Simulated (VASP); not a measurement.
**A VASP study of CaO (Lime) (r2SCAN + rVV10): structure first, properties next**

What structure does CaO (Lime) take at this level, and what are its properties? The steps: full relaxation (r2SCAN + rVV10), second relaxation, single point with fields (r2SCAN + rVV10), bands along the symmetry lines (r2SCAN + rVV10), density of states (r2SCAN + rVV10), volume scan with r2SCAN + rVV10, fit for r2SCAN + rVV10 and dielectric tensor and Born charges (r2SCAN + rVV10). The start is a cell from a database of measured crystal structures.

Program: VASP 6.6.1. Level of theory: r2SCAN with rVV10; plane waves and PAW (Ca_sv, O). Results are calculated unless marked as measured.

## (1) Set-up

Before any relaxation, the start is as follows. It takes space group Fm-3m (No. 225, cubic). Conventional cell: a = 4.813 Å, b = 4.813 Å, c = 4.813 Å, α = 90.00°, β = 90.00°, γ = 90.00°. Ca has 6 O at 2.41 Å nearest. Nearest to O lie 6 Ca at 2.41 Å. Farther neighbours and most contacts between anions are not listed.

## (2) Full relaxation (r2SCAN + rVV10)

The start need not lie at this functional's minimum. ISIF = 3 frees volume, shape and positions, and EDIFFG sets the threshold on forces and stress at which the search stops. r2SCAN adds the kinetic-energy density, costs more than a GGA and is run with LASPH. LUSE_VDW switches on a nonlocal correlation term for dispersion.

The input, INCAR:

```
SYSTEM = CaO
PREC = Accurate
ENCUT = 520
EDIFF = 1E-06
NELM = 100
ISMEAR = 0
SIGMA = 0.05
LREAL = .FALSE.
ALGO = Normal
METAGGA = R2SCAN
LUSE_VDW = .TRUE.
IVDW_NL = 2
BPARAM = 11.95
CPARAM = 0.0093
LASPH = .TRUE.
NBANDS = 14
LORBIT = 11
LWAVE = .FALSE.
LCHARG = .FALSE.
KPAR = 2
IBRION = 2
NSW = 60
ISIF = 3
EDIFFG = -0.01
```

The input, POSCAR:

```
CaO
1.0
    0.0000000000      2.4065000000      2.4065000000
    2.4065000000      0.0000000000      2.4065000000
    2.4065000000      2.4065000000      0.0000000000
Ca O
1 1
Direct
    0.0000000000      0.0000000000      0.0000000000
    0.5000000000      0.5000000000      0.5000000000
```

The input, KPOINTS:

```
Automatic mesh
0
Gamma
10 10 10
0 0 0
```

The projector-augmented-wave data sets are Ca_sv and O (PBE family, release 64).

Started as:

```bash
> mpirun -np 2 vasp_std
```

The program printed:

```text
[banner, memory and clock lines left out]
running    2 mpi-ranks, on    1 nodes
 distrk:  each k-point on    1 cores,    2 groups
 distr:  one band on    1 cores,    1 groups

 POSCAR found type information on POSCAR CaO
 POSCAR found :  2 types and       2 ions
|                                                                             |
|               ----> ADVICE to this user running VASP <----                  |
|                                                                             |
|     You have switched on vdW-DFT.                                           |
|     This routine was written and supplied by Jiri Klimes. We recommend      |
|     that you carefully read and cite the following publications:            |
|       J. Klimes, D.R. Bowler, A. Michelides                                 |
|          J. Phys.: Cond Matt. 22 022201 (2010)                              |
|       J. Klimes, D.R. Bowler, A. Michelides                                 |
|          Phys. Rev. B. 83, 195131 (2011)                                    |
|     and references therein.                                                 |
|                                                                             |

|                                                                             |
|               ----> ADVICE to this user running VASP <----                  |
|                                                                             |
|     You enforced a specific xc type in the INCAR file but a different       |
|     [... a line on the potential file left out ...]
|     I HOPE YOU KNOW WHAT YOU ARE DOING!                                     |
|                                                                             |

 LDA part: xc-table for (None), standard interpolation
 POSCAR, INCAR and KPOINTS ok, starting setup
 FFT: planning ... GRIDC
 FFT: planning ... GRID_SOFT
 FFT: planning ... GRID
 WAVECAR not read
 entering main loop
       N       E                     dE             d eps       ncg     rms          rms(c)
Total rVV10 correction in eV:      0.3680866    16.0032792
Total rVV10 correction in eV:      0.3680866    16.0032792
DAV:   1     0.123271672293E+03    0.12327E+03   -0.85153E+03  1316   0.119E+03
DAV:   2    -0.187633680559E+02   -0.14204E+03   -0.13261E+03  1708   0.317E+02
DAV:   3    -0.246153718037E+02   -0.58520E+01   -0.58148E+01  1502   0.675E+01
DAV:   4    -0.248380332702E+02   -0.22266E+00   -0.22242E+00  1978   0.110E+01
DAV:   5    -0.248396899134E+02   -0.16566E-02   -0.16564E-02  1510   0.102E+00    0.761E+00
Total rVV10 correction in eV:      0.3935939    16.0032789
Total rVV10 correction in eV:      0.3935939    16.0032789
DAV:   6    -0.189026500573E+02    0.59370E+01   -0.37137E+00  1676   0.246E+01    0.262E+00
Total rVV10 correction in eV:      0.4035668    16.0032790
Total rVV10 correction in eV:      0.4035668    16.0032790
DAV:   7    -0.190348373056E+02   -0.13219E+00   -0.56320E-01  1334   0.551E+00    0.197E+00
Total rVV10 correction in eV:      0.4180336    16.0032790
Total rVV10 correction in eV:      0.4180336    16.0032790
DAV:   8    -0.190738199232E+02   -0.38983E-01   -0.24094E-01  1352   0.512E+00    0.145E+00
Total rVV10 correction in eV:      0.4200607    16.0032790
Total rVV10 correction in eV:      0.4200607    16.0032790
DAV:   9    -0.190343768658E+02    0.39443E-01   -0.11096E-01  1456   0.325E+00    0.122E-01
Total rVV10 correction in eV:      0.4191486    16.0032790
Total rVV10 correction in eV:      0.4191486    16.0032790
DAV:  10    -0.190339773619E+02    0.39950E-03   -0.56452E-03  1414   0.704E-01    0.804E-02
Total rVV10 correction in eV:      0.4190817    16.0032790
Total rVV10 correction in eV:      0.4190817    16.0032790
DAV:  11    -0.190341501733E+02   -0.17281E-03   -0.93208E-04  1406   0.259E-01    0.537E-02
Total rVV10 correction in eV:      0.4195351    16.0032790
Total rVV10 correction in eV:      0.4195351    16.0032790
DAV:  12    -0.190340714163E+02    0.78757E-04   -0.24560E-04  1532   0.138E-01    0.113E-02
Total rVV10 correction in eV:      0.4195609    16.0032790
Total rVV10 correction in eV:      0.4195609    16.0032790
DAV:  13    -0.190340747689E+02   -0.33526E-05   -0.16419E-05  1566   0.414E-02    0.870E-03
Total rVV10 correction in eV:      0.4195778    16.0032790
Total rVV10 correction in eV:      0.4195778    16.0032790
DAV:  14    -0.190340748750E+02   -0.10612E-06   -0.37647E-07   728   0.632E-03
Total rVV10 correction in eV:      0.4195408    16.0032790
Total rVV10 correction in eV:      0.4195408    16.0032790
Total rVV10 correction in eV:      0.4195704    16.0032790
Total rVV10 correction in eV:      0.4195704    16.0032790
   1 F= -.19034075E+02 E0= -.19034075E+02  d E =-.190341E+02
 curvature:   0.00 expect dE= 0.000E+00 dE for cont linesearch  0.000E+00
 trial: gam= 0.00000 g(F)=  0.600E-60 g(S)=  0.437E-02 ort = 0.000E+00 (trialstep = 0.100E+01)
 search vector abs. value=  0.437E-02
 bond charge predicted
       N       E                     dE             d eps       ncg     rms          rms(c)
Total rVV10 correction in eV:      0.4200184    16.0032790
Total rVV10 correction in eV:      0.4200184    16.0032790
DAV:   1    -0.190715179613E+02   -0.37443E-01   -0.89230E-01  1352   0.104E+01    0.127E+00
Total rVV10 correction in eV:      0.4168245    16.0032789
Total rVV10 correction in eV:      0.4168245    16.0032789
DAV:   2    -0.190406745715E+02    0.30843E-01   -0.87099E-02  1616   0.275E+00    0.482E-01
Total rVV10 correction in eV:      0.4167009    16.0032789
Total rVV10 correction in eV:      0.4167009    16.0032789
DAV:   3    -0.190353657177E+02    0.53089E-02   -0.87279E-03  2132   0.124E+00    0.180E-01
Total rVV10 correction in eV:      0.4162749    16.0032789
Total rVV10 correction in eV:      0.4162749    16.0032789
DAV:   4    -0.190346756719E+02    0.69005E-03   -0.39462E-03  2080   0.608E-01    0.526E-02
Total rVV10 correction in eV:      0.4162747    16.0032789
Total rVV10 correction in eV:      0.4162747    16.0032789
DAV:   5    -0.190346916378E+02   -0.15966E-04   -0.42891E-05  1430   0.725E-02    0.495E-02
Total rVV10 correction in eV:      0.4163313    16.0032789
Total rVV10 correction in eV:      0.4163313    16.0032789
DAV:   6    -0.190348718380E+02   -0.18020E-03   -0.10297E-04  2136   0.684E-02    0.266E-02
Total rVV10 correction in eV:      0.4163527    16.0032789
Total rVV10 correction in eV:      0.4163527    16.0032789
DAV:   7    -0.190349515981E+02   -0.79760E-04   -0.73314E-05  2130   0.455E-02    0.109E-02
Total rVV10 correction in eV:      0.4163067    16.0032789
Total rVV10 correction in eV:      0.4163067    16.0032789
DAV:   8    -0.190349578428E+02   -0.62447E-05   -0.15974E-06  1370   0.110E-02    0.309E-03
Total rVV10 correction in eV:      0.4162933    16.0032789
Total rVV10 correction in eV:      0.4162933    16.0032789
DAV:   9    -0.190349582279E+02   -0.38511E-06   -0.34954E-07   712   0.562E-03
Total rVV10 correction in eV:      0.4162803    16.0032789
Total rVV10 correction in eV:      0.4162803    16.0032789
Total rVV10 correction in eV:      0.4162775    16.0032789
Total rVV10 correction in eV:      0.4162775    16.0032789
   2 F= -.19034958E+02 E0= -.19034958E+02  d E =-.883353E-03
[...]
3 F= -.19035379E+02 E0= -.19035379E+02  d E =-.130396E-02
[...]
4 F= -.19035378E+02 E0= -.19035378E+02  d E =-.130358E-02
 curvature:  -0.29 expect dE=-0.129E-04 dE for cont linesearch -0.129E-04
 ZBRENT: interpolating
 opt :   0.5980  next Energy=   -19.035384 (dE=-0.131E-02)
 bond charge predicted
       N       E                     dE             d eps       ncg     rms          rms(c)
Total rVV10 correction in eV:      0.4177133    16.0032789
Total rVV10 correction in eV:      0.4177133    16.0032789
DAV:   1    -0.190354161657E+02   -0.38406E-04   -0.68254E-04  1316   0.290E-01    0.348E-02
Total rVV10 correction in eV:      0.4176255    16.0032789
Total rVV10 correction in eV:      0.4176255    16.0032789
DAV:   2    -0.190353925876E+02    0.23578E-04   -0.66283E-05  1628   0.756E-02    0.132E-02
Total rVV10 correction in eV:      0.4176221    16.0032789
Total rVV10 correction in eV:      0.4176221    16.0032789
DAV:   3    -0.190353877196E+02    0.48679E-05   -0.66841E-06  2080   0.337E-02    0.492E-03
Total rVV10 correction in eV:      0.4176099    16.0032789
Total rVV10 correction in eV:      0.4176099    16.0032789
DAV:   4    -0.190353875093E+02    0.21035E-06   -0.30816E-06  1984   0.169E-02
Total rVV10 correction in eV:      0.4176073    16.0032789
Total rVV10 correction in eV:      0.4176073    16.0032789
Total rVV10 correction in eV:      0.4176099    16.0032789
Total rVV10 correction in eV:      0.4176099    16.0032789
   5 F= -.19035388E+02 E0= -.19035388E+02  d E =-.131263E-02
 curvature:  -0.12 expect dE=-0.191E-05 dE for cont linesearch -0.191E-05
 trial: gam=-0.05727 g(F)=  0.142E-58 g(S)=  0.163E-04 ort = 0.267E-03 (trialstep = 0.920E+00)
 search vector abs. value=  0.606E-07
 reached required accuracy - stopping structural energy minimisation
```

Run time: 4.9 min. Hardware: 2 MPI ranks of AMD EPYC 7R43, shared host; peak memory 0.48 GiB.

The logs omit lines about the potential files and the build; timing stands in the text.

Parts of OUTCAR (step 2):

```text
ion  position               nearest neighbor table
   1  0.000  0.000  0.000-   2 2.41   2 2.41   2 2.41   2 2.41   2 2.41   2 2.41
   2  0.500  0.500  0.500-   1 2.41   1 2.41   1 2.41   1 2.41   1 2.41   1 2.41

  LATTYP: Found a face centered cubic cell.
 ALAT       =     4.8130000000

 Subroutine GETGRP returns: Found 48 space group operations
 (whereof 48 operations were pure point group operations)

The static configuration has the point symmetry O_h .

 Found     47 irreducible k-points:

   k-points           NKPTS =     47   k-points in BZ     NKDIM =     47   number of bands    NBANDS=     14

   dimension x,y,z NGX =    28 NGY =   28 NGZ =   28
   dimension x,y,z NGXF=    56 NGYF=   56 NGZF=   56

   ENCUT  =  520.0 eV  38.22 Ry    6.18 a.u.   6.33  6.33  6.33*2*pi/ulx,y,z

   NELECT =      16.0000    total number of electrons

 k-points in reciprocal lattice and weights: Automatic mesh
   0.00000000  0.00000000  0.00000000       0.001
   0.10000000  0.00000000  0.00000000       0.008
   0.20000000  0.00000000  0.00000000       0.008
   0.30000000  0.00000000  0.00000000       0.008
   0.40000000  0.00000000  0.00000000       0.008
   0.50000000  0.00000000  0.00000000       0.004
   0.10000000  0.10000000  0.00000000       0.006
   0.20000000  0.10000000  0.00000000       0.024
   0.30000000  0.10000000  0.00000000       0.024
[...]
-0.30000000  0.40000000  0.20000000       0.024
  -0.30000000  0.50000000  0.20000000       0.012

 average (electrostatic) potential at core
       1 -47.7769       2 -73.8247

 E-fermi :   2.2406

 k-point     1 :       0.0000    0.0000    0.0000
  band No.  band energies     occupation
    ...
      4     -16.8453      2.00000
      5     -14.4539      2.00000
      6       2.0327      2.00000
      7       2.0327      2.00000
      8       2.0327      2.00000
      9       7.4517      0.00000
     10       8.8956      0.00000
     11       8.8956      0.00000
     12       8.8956      0.00000
     13      10.5226      0.00000
    ...

 k-point     2 :       0.1000    0.0000    0.0000
  band No.  band energies     occupation
    ...
      4     -16.8503      2.00000
      5     -14.2782      2.00000
      6       1.6823      2.00000
      7       1.8940      2.00000
      8       1.8940      2.00000
      9       7.9093      0.00000
     10       8.8553      0.00000
     11       9.0734      0.00000
     12       9.0734      0.00000
     13      10.7694      0.00000
    ...

 k-point     3 :       0.2000    0.0000    0.0000
  band No.  band energies     occupation
    ...
      4     -16.8633      2.00000
      5     -13.8952      2.00000
      6       0.9172      2.00000
      7       1.5591      2.00000
      8       1.5591      2.00000
      9       8.7910      0.00000
     10       9.0526      0.00000
     11       9.5654      0.00000
     12       9.5654      0.00000
     13      11.4119      0.00000
    ...

  Total       -0.0149948     -0.0149948     -0.0149948      0.0000000      0.0000000      0.0000000
  in kB       -0.8711465     -0.8711465     -0.8711465      0.0000000      0.0000000      0.0000000
  external PRESSURE =      -0.8711465 kB  Pullay stress =       0.0000000 kB

  energy-cutoff  :      520.00
  volume of cell :       27.58
      direct lattice vectors                 reciprocal lattice vectors
    -0.000000000  2.397966369  2.397966369    -0.208510014  0.208510014  0.208510014
     2.397966369  0.000000000  2.397966369     0.208510014 -0.208510014  0.208510014
     2.397966369  2.397966369 -0.000000000     0.208510014  0.208510014 -0.208510014

 POSITION                                       TOTAL-FORCE (eV/Angst)
 -----------------------------------------------------------------------------------
      0.00000      0.00000      0.00000         0.000000     -0.000000     -0.000000
      2.39797      2.39797      2.39797        -0.000000      0.000000      0.000000
 -----------------------------------------------------------------------------------
    total drift:                                0.000000      0.000000      0.000000

  FREE ENERGIE OF THE ION-ELECTRON SYSTEM (eV)
  ---------------------------------------------------
  free  energy   TOTEN  =       -19.0353875093 eV

  energy  without entropy=      -19.0353875093  energy(sigma->0) =      -19.03538751

 reached required accuracy - stopping structural energy minimisation

 total charge
# of ion       s       p       d       tot
------------------------------------------
    1        2.037   5.883   0.283   8.204
    2        1.553   3.478   0.000   5.031
--------------------------------------------------
tot          3.590   9.361   0.283  13.235

[... 3 further parts left out ...]
```

CONTCAR:

```
CaO
   1.00000000000000
    -0.0000000000000000    2.3979663686515393    2.3979663686515393
     2.3979663686515393    0.0000000000000000    2.3979663686515393
     2.3979663686515393    2.3979663686515393   -0.0000000000000000
  Ca              O
     1     1
Direct
     0.0000000000000000    0.0000000000000000    0.0000000000000000
     0.5000000000000000    0.5000000000000000    0.5000000000000000
```

The gap is read on the k-mesh alone, so it is an upper bound where the band edges lie off the mesh. The PAW data sets were made with PBE, which is usual practice but a small mismatch for other functionals. The run keeps the 48 symmetry operations of its start, so it cannot find a distortion of lower symmetry.

Step by step:

| step | energy less that of the first step (eV) | largest force (eV/Å) | pressure (GPa) | volume (Å³) |
| --- | --- | --- | --- | --- |
| 1 | 0.0000 | 0.0000 | -1.41 | 27.87 |
| 2 | -0.0009 | 0.0000 | 0.78 | 27.38 |
| 3 | -0.0013 | 0.0000 | 0.13 | 27.57 |
| 4 | -0.0013 | 0.0000 | -0.15 | 27.59 |
| 5 | -0.0013 | 0.0000 | -0.09 | 27.58 |

| conventional cell, symmetrised | before | after | change |
| --- | --- | --- | --- |
| a (Å) | 4.813 | 4.796 | -0.4 % |
| b (Å) | 4.813 | 4.796 | -0.4 % |
| c (Å) | 4.813 | 4.796 | -0.4 % |
| volume (Å³/atom) | 13.94 | 13.79 | -1.1 % |

Final coordinates:

```xyz
2
Lattice="0.0000 2.3980 2.3980 2.3980 0.0000 2.3980 2.3980 2.3980 0.0000" Properties=species:S:1:pos:R:3 pbc="T T T"
Ca    0.0000    0.0000    0.0000
O     2.3980    2.3980    2.3980
```

This step gave:

```yaml
electrons: 16
bands: 14
irreducible_k_points: 47
symmetry_operations: 48
free_energy_toten: -19.04 eV
fermi_energy: 2.241 eV
pressure: -0.08711 GPa
metallic: no
valence_top_at_k: 0, 0, 0
conduction_bottom_at_k: 0.5, 0.5, 0
least_direct_gap_at_k: 0.5, 0.5, 0
scf_cycles_over_all_ionic_steps: 38
gap_on_the_k_mesh: 4.153 eV
least_direct_gap_on_the_k_mesh: 4.527 eV
```

It ends with forces that vanish by symmetry and a pressure of -0.09 GPa. The volume lies -1.1 % from that of the database's start, which holds the thermal and zero-point expansion of its experiment.

(Part 1 of 6 ends here.)

[Lines on the potential files, build, host, timing and source positions are cut from VASP's logs without a mark.]

[Logs are printed without paths, hosts, clocks, repeated set-up lines and the standing remarks that a program may print on its own settings, such as how far it seeks lower states.]

[Hosts, paths, dates, database ids (printed as entryN), source tags and the programs' standing remarks are cut or masked in the printed files.]

[A measured line is paired with the nearest computed mode of its activity, which favours agreement.]
